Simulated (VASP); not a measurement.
Method: PBE GGA, VASP's PBE PAW potentials (set 64) (plane waves; VASP).

VASP ran on this input.

### INCAR
```
SYSTEM  =  MgI2
PREC  =  Accurate; ENCUT  =  520; LREAL  =  F
LASPH  =  T
EDIFF  =  1E-7; NELM  =  100; ALGO  =  Normal
LMAXMIX  =  4
ISMEAR  =  0; SIGMA  =  0.05
GGA  =  PE
IBRION  =  2; NSW  =  30; ISIF  =  4
EDIFFG  =  -0.01
LWAVE  =  F; LCHARG  =  F
```

### POSCAR
```
MgI2
1
    2.0828518143    -3.6076047287     0.0000000000
    2.0828518143     3.6076047287     0.0000000000
    0.0000000000     0.0000000000     7.4928648091
Mg I
1 2
Direct
  0.0000000000   0.0000000000   0.0000000000
  0.3333330000   0.6666670000   0.2206639329
  0.6666670000   0.3333330000   0.7793360671
```

**KPOINTS**
```
K-points
0
G
  6 6 3
0 0 0
```

POTCAR, in this order: Mg I (PBE.64 set). Program: vasp_std.

Question: What will the output report for the number of irreducible k-points (NKPTS), largest plane-wave count, number of space-group operations, FFT grid (NGX, NGY, NGZ)?

Answer: 
```yaml
number of irreducible k-points (NKPTS): 17
largest_plane_wave_count: 3052
number_of_space_group_operations: 12
FFT grid (NGX, NGY, NGZ): 32 × 32 × 56
```

The compound is MgI2 in the 1T layered structure. This cell is one point of a volume scan, at 0.97 of the reference volume. Symmetry was kept, so distortions that lower it aren't found.
